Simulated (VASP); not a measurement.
# Ir: single point with LDA

Ir:

```xyz
2
Lattice="2.7053 0.0000 0.0000 -1.3526 2.3429 0.0000 0.0000 0.0000 4.3911" Properties=species:S:1:pos:R:3 pbc="T T T"
Ir    0.0000    1.5619    1.0978
Ir    1.3526    0.7810    3.2933
```

This isn't the form of Ir at room conditions, which is fcc.

```
Program             : VASP 6.6.1
Task                : single point
Functional          : LDA
Potentials or basis : VASP PAW LDA potentials, release 64 (Ir)
Cutoff              : 520 eV
k mesh              : 22 × 22 × 12
Occupations         : fermi-dirac, width 0.1 eV
Spin                : no spin polarisation
```

The pressure is 2.4 GPa. The band gap on the k mesh is none (metal or under the smearing width).

Stress tensor (GPa, compression positive):
```
2.51 0.00 0.00
0.00 2.51 0.00
0.00 0.00 2.30
```

Levels at points of the mesh, in eV from the Fermi level:
```csv
k point,band 5,band 6,band 7,band 8,band 9,band 10,band 11,band 12,band 13,band 14
"(0.00, 0.00, 0.00)",-3.97,-3.29,-3.29,-2.45,-2.45,-0.83,0.29,0.29,7.24,14.25
"(0.50, 0.00, 0.00)",-3.68,-3.52,-3.09,0.75,1.02,1.19,3.06,4.54,8.38,10.47
"(0.00, 0.00, 0.50)",-4.10,-4.10,-4.10,-4.10,-0.48,-0.48,-0.48,-0.48,13.67,13.67
"(0.50, 0.00, 0.50)",-2.20,-2.20,-0.99,-0.99,1.01,1.01,2.09,2.09,7.87,7.87
```

It took 2.3 min on 1 thread of Intel(R) Xeon(R) Platinum 8259CL CPU @ 2.50GHz (Skylake/Cascade Lake), with other jobs on the host, peak memory 0.24 GiB.

Spin-orbit coupling is left out, which matters for the levels of Ir.
